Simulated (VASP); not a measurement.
An input for Quantum ESPRESSO's pw.x (written as the equivalent of a VASP run, and not itself run):

```
&CONTROL
  calculation = 'scf'
  pseudo_dir = './pseudo'
  outdir = './out'
  tprnfor = .true.
  tstress = .true.
/
&SYSTEM
  ibrav = 0
  nat = 2
  ntyp = 2
  ecutwfc = 58
  occupations = 'smearing'
  smearing = 'gaussian'
  degauss = 0.003675
  input_dft = 'vdw-df-obk8'
/
&ELECTRONS
  conv_thr = 7.3e-09
  electron_maxstep = 100
/
ATOMIC_SPECIES
  Rb 85.468 Rb.upf
  Cl 35.450 Cl.upf
CELL_PARAMETERS angstrom
     0.0000000    3.2423974    3.2423974
     3.2423974    0.0000000    3.2423974
     3.2423974    3.2423974    0.0000000
ATOMIC_POSITIONS crystal
  Rb   0.0000000  0.0000000  0.0000000
  Cl   0.5000000  0.5000000  0.5000000
K_POINTS automatic
  7 7 7 0 0 0
```

Q: Translate this input to VASP (INCAR, KPOINTS, POSCAR, choice of POTCAR).

A: Several could match; the one computed here: 
### INCAR
```
! general
SYSTEM    =  RbCl
PREC      =  Accurate
ENCUT     =  520   ! plane-wave cut-off (eV)
LREAL     =  .False.   ! projection in real space or not
LASPH     =  .True.   ! aspherical one-centre terms

! electronic loop
EDIFF     =  1E-7   ! SCF stop (eV)
NELM      =  100   ! most electronic steps
ALGO      =  Normal
LMAXMIX   =  4

! smearing
ISMEAR    =  0
SIGMA     =  0.05   ! width (eV)

! functional
GGA       =  BO
LUSE_VDW  =  .True.
AGGAC     =  0.0
PARAM1    =  0.1833333333
PARAM2    =  0.22

! ions
ISIF      =  2   ! forces and stress, cell fixed

! output
LWAVE     =  .False.
LCHARG    =  .False.
```

KPOINTS:
```
Automatic mesh
0
Gamma
7 7 7
0 0 0
```

**POSCAR**
```
RbCl
6.4847950
  0.0000000000   0.4999999829   0.4999999829
  0.4999999829   0.0000000000   0.4999999829
  0.4999999829   0.4999999829   0.0000000000
Rb Cl
1 1
Cartesian
  0.0000000000   0.0000000000   0.0000000000
  0.4999999829   0.4999999829   0.4999999829
```

POTCAR, in this order: Rb_sv Cl (PBE.64 set). Program: vasp_std.

The two are equivalent in intent, not identical: the potentials are each code's own (VASP's PAW set, PseudoDojo norm-conserving files in pw.x), so ENCUT and ecutwfc are chosen apart and not converted; conv_thr bounds pw.x's estimated SCF error, while EDIFF bounds the energy change between steps.

The compound is RbCl in the rock salt structure. This cell is one point of a volume scan, at 0.97 of the reference volume.
